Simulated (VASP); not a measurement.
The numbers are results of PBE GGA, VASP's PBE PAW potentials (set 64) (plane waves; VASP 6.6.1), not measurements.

A VASP calculation is set up with these files.

File POSCAR:
```
Zr
1.0
  1.6144463427  -2.7963030376   0.0000000000
  1.6144463427   2.7963030376   0.0000000000
  0.0000000000   0.0000000000   5.1733134300
Zr
2
direct
  0.3333330000   0.6666670000   0.2500000000
  0.6666670000   0.3333330000   0.7500000000
```

### INCAR
```
SYSTEM = Zr
PREC = Accurate
ENCUT = 400
EDIFF = 1E-8
NELM = 100
ALGO = Normal
LREAL = .FALSE.
LASPH = .TRUE.
ISMEAR = 1
SIGMA = 0.1
GGA = PE
LMAXMIX = 4
LWAVE = .FALSE.
LCHARG = .FALSE.
IBRION = 1
ISIF = 2
NSW = 30
EDIFFG = -0.001
```

File KPOINTS:
```
Automatic
0
Gamma
12 12 7
```

POTCAR, in this order: Zr_sv (PBE.64 set). Program: vasp_std.

What will the output report for the number of irreducible k-points (NKPTS), largest plane-wave count, number of space-group operations, FFT grid (NGX, NGY, NGZ)?

```yaml
number of irreducible k-points (NKPTS): 76
largest_plane_wave_count: 864
number_of_space_group_operations: 24
FFT grid (NGX, NGY, NGZ): 24 × 24 × 36
```

The compound is Zr in the hcp structure. It was relaxed first. The start is the result of an earlier pass.
